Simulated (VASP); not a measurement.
OSZICAR of a VASP run on GaSb (zinc blende):

OSZICAR:
```
       N       E                     dE             d eps       ncg     rms          rms(c)
DAV:   1    -0.898605337788E+01   -0.89861E+01   -0.22616E+00  1582   0.177E+01    0.177E+01
DAV:   2    -0.899528692068E+01   -0.92335E-02   -0.84984E-02  1404   0.379E+00    0.115E+01
DAV:   3    -0.899326110300E+01    0.20258E-02   -0.86785E-03  1632   0.128E+00    0.718E+00
DAV:   4    -0.899256412511E+01    0.69698E-03   -0.97431E-04  1328   0.364E-01    0.433E+00
DAV:   5    -0.899239210114E+01    0.17202E-03   -0.21998E-04  1226   0.139E-01    0.259E+00
DAV:   6    -0.899237235653E+01    0.19745E-04   -0.48480E-05  1378   0.692E-02    0.155E+00
DAV:   7    -0.899238024356E+01   -0.78870E-05   -0.11693E-05  1246   0.338E-02    0.927E-01
DAV:   8    -0.899239442951E+01   -0.14186E-04   -0.38232E-06  1140   0.167E-02    0.551E-01
DAV:   9    -0.899240506069E+01   -0.10631E-04   -0.15470E-06  1060   0.105E-02    0.327E-01
DAV:  10    -0.899241193313E+01   -0.68724E-05   -0.50587E-07   808   0.645E-03    0.194E-01
DAV:  11    -0.899241742495E+01   -0.54918E-05   -0.27531E-07   584   0.519E-03    0.115E-01
DAV:  12    -0.899242044407E+01   -0.30191E-05   -0.12583E-07   578   0.386E-03    0.681E-02
DAV:  13    -0.899242247127E+01   -0.20272E-05   -0.81273E-08   578   0.305E-03    0.401E-02
DAV:  14    -0.899242403270E+01   -0.15614E-05   -0.38556E-08   578   0.232E-03    0.236E-02
DAV:  15    -0.899242468581E+01   -0.65310E-06   -0.22911E-08   574   0.171E-03
   1 F= -.89924247E+01 E0= -.89924245E+01  d E =-.337747E-06  mag=    -0.0000    -0.0000    -0.0000
       N       E                     dE             ncg
```

Task: Which electronic solver shows in the log?

Result: It is blocked Davidson (ALGO = Normal, or the opening steps of other solvers). The INCAR had ALGO = Normal.

Task: How was spin treated?

Result: With non-collinear spinors: mag has three components.

Task: Can the final energy be trusted as converged?

Result: The run converged. It stopped with EDIFF = 1E-6, NELM = 60 (HSE06 screened hybrid with spin-orbit coupling, plane waves, VASP's PBE PAW potentials (set 64)).

The compound is GaSb in the zinc blende structure. It was relaxed first, which changed the volume by +6 %. The cell's shape comes from a PBE relaxation.
